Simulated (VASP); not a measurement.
Consider the following.

```
CELL_PARAMETERS angstrom
     -1.75263     1.75263     4.94268
      1.75263    -1.75263     4.94268
      1.75263     1.75263    -4.94268
ATOMIC_POSITIONS crystal
  Y  0.00000 0.00000 0.00000
  Ge 0.30444 0.30444 0.00000
  Ge 0.69556 0.69556 0.00000
```

All values below come from PBEsol GGA, VASP's PBE PAW potentials (set 64) (plane waves; VASP). Run with 400 eV cut-off, 14×14×14 Γ-centred mesh, tetrahedra with Blöchl corrections, potentials Y_sv Ge_d.

Task: What does the run give for the energy per atom (σ→0), band gap (on the k-mesh) with the smallest direct gap where there is one?

Result: 
- band gap (on the k-mesh): none (metal, semimetal or under 0.01 eV)
- energy per atom (σ→0): -6.030 eV/atom

The structure was generated: YGe2 was put into the MoSi2 type (I4/mmm), which need not be its known phase. It was relaxed first. The electron count is odd and the run is not spin-polarised, which forces a metal.
